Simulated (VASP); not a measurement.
Consider the following.

```
ZrC
1.0
    0.00000     2.33339     2.33339
    2.33339     0.00000     2.33339
    2.33339     2.33339     0.00000
Zr C
1 1
Cartesian
  0.00000   0.00000   0.00000
  2.33339   2.33339   2.33339
```

Computed with AM05 GGA, VASP's PBE PAW potentials (set 64) (plane waves; VASP). Numerical set-up: 520 eV cut-off, Gaussian smearing of 0.050 eV, potentials Zr_sv C.

Task: What does the run give for the band gap (along the path) with the smallest direct gap where there is one?

Result: 
```json
{
 "band gap (along the path)": "none (metal, semimetal or under 0.01 eV)"
}
```

Total energies compare only between runs with the same potentials, cut-off and functional.

The compound is ZrC in the rock salt structure. It was relaxed first.
